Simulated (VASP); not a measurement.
Computed with PBE GGA with D3 dispersion (zero damping), VASP's PBE PAW potentials (set 64) (plane waves; VASP).

The input files of a VASP run:

KPOINTS:
```
Automatic mesh
0
Gamma
6 6 6
0 0 0
```

POSCAR:
```
PbF2
1
    0.0000000000     2.9898528966     2.9898528966
    2.9898528966     0.0000000000     2.9898528966
    2.9898528966     2.9898528966     0.0000000000
Pb F
1 2
Direct
  1.0000000000   0.0000000000   0.0000000000
  0.2500000000   0.2500000000   0.2500000000
  0.7500000000   0.7500000000   0.7500000000
```

**INCAR**
```
SYSTEM = PbF2
PREC = Accurate
ENCUT = 520
EDIFF = 1E-6
NELM = 100
ALGO = Normal
LREAL = .FALSE.
LASPH = .TRUE.
ISMEAR = 0
SIGMA = 0.05
GGA = PE
IVDW = 11
LMAXMIX = 4
LWAVE = .FALSE.
LCHARG = .FALSE.
IBRION = 2
ISIF = 3
NSW = 60
EDIFFG = -0.02
```

POTCAR, in this order: Pb_d F (PBE.64 set). Program: vasp_std.

The resulting files:

**OSZICAR**
```
       N       E                     dE             d eps       ncg     rms          rms(c)
DAV:   1     0.309550894598E+03    0.30955E+03   -0.15047E+04   576   0.178E+03
DAV:   2     0.122057211131E+02   -0.29735E+03   -0.28567E+03   650   0.467E+02
DAV:   3    -0.155007240738E+02   -0.27706E+02   -0.27413E+02   672   0.159E+02
DAV:   4    -0.163122581698E+02   -0.81153E+00   -0.81102E+00   624   0.280E+01
DAV:   5    -0.163386999091E+02   -0.26442E-01   -0.26441E-01   648   0.523E+00    0.805E+00
DAV:   6    -0.143626658168E+02    0.19760E+01   -0.10553E+01   734   0.270E+01    0.275E+00
DAV:   7    -0.143553122498E+02    0.73536E-02   -0.46494E-01   580   0.468E+00    0.157E+00
DAV:   8    -0.143505940632E+02    0.47182E-02   -0.10414E-01   580   0.396E+00    0.493E-01
DAV:   9    -0.143481713050E+02    0.24228E-02   -0.20417E-02   664   0.109E+00    0.101E-01
DAV:  10    -0.143493360507E+02   -0.11647E-02   -0.16377E-03   580   0.458E-01    0.290E-02
DAV:  11    -0.143493222844E+02    0.13766E-04   -0.12140E-04   616   0.117E-01    0.125E-02
DAV:  12    -0.143493328488E+02   -0.10564E-04   -0.54556E-05   660   0.791E-02    0.110E-02
DAV:  13    -0.143493309667E+02    0.18821E-05   -0.19270E-05   664   0.478E-02    0.218E-03
DAV:  14    -0.143493309954E+02   -0.28698E-07   -0.93207E-07   402   0.755E-03
   1 F= -.14649980E+02 E0= -.14649980E+02  d E =-.146500E+02
```

File OUTCAR:
```
------------------------ aborting loop because EDIFF is reached ----------------------------------------
 Edisp (eV)   -0.30065
  FORCE on cell =-STRESS in cart. coord.  units (eV):
  Direction    XX          YY          ZZ          XY          YZ          ZX
  --------------------------------------------------------------------------------------
  Total      -0.03214    -0.03214    -0.03214    -0.00000     0.00000    -0.00000
  in kB      -0.96342    -0.96342    -0.96342    -0.00000     0.00000    -0.00000
  external pressure =       -0.96 kB  Pullay stress =        0.00 kB
  volume of cell :       53.45
      direct lattice vectors                 reciprocal lattice vectors
     0.000000000  2.989852897  2.989852897    -0.167232308  0.167232308  0.167232308
     2.989852897  0.000000000  2.989852897     0.167232308 -0.167232308  0.167232308
     2.989852897  2.989852897  0.000000000     0.167232308  0.167232308 -0.167232308
 POSITION                                       TOTAL-FORCE (eV/Angst)
 -----------------------------------------------------------------------------------
      0.00000      0.00000      0.00000        -0.000000     -0.000000     -0.000000
      1.49493      1.49493      1.49493         0.000000      0.000000     -0.000000
      4.48478      4.48478      4.48478        -0.000000     -0.000000      0.000000
 -----------------------------------------------------------------------------------
    total drift:                                0.000000     -0.000000      0.000000
  FREE ENERGIE OF THE ION-ELECTRON SYSTEM (eV)
  ---------------------------------------------------
  free  energy   TOTEN  =       -14.6499797399 eV

  energy  without entropy=      -14.6499797399  energy(sigma->0) =      -14.64997974

 reached required accuracy - stopping structural energy minimisation
```
(Selected blocks of OUTCAR.)

The compound is PbF2 in the fluorite structure, the β form. It was relaxed first. The start is the result of an earlier pass.
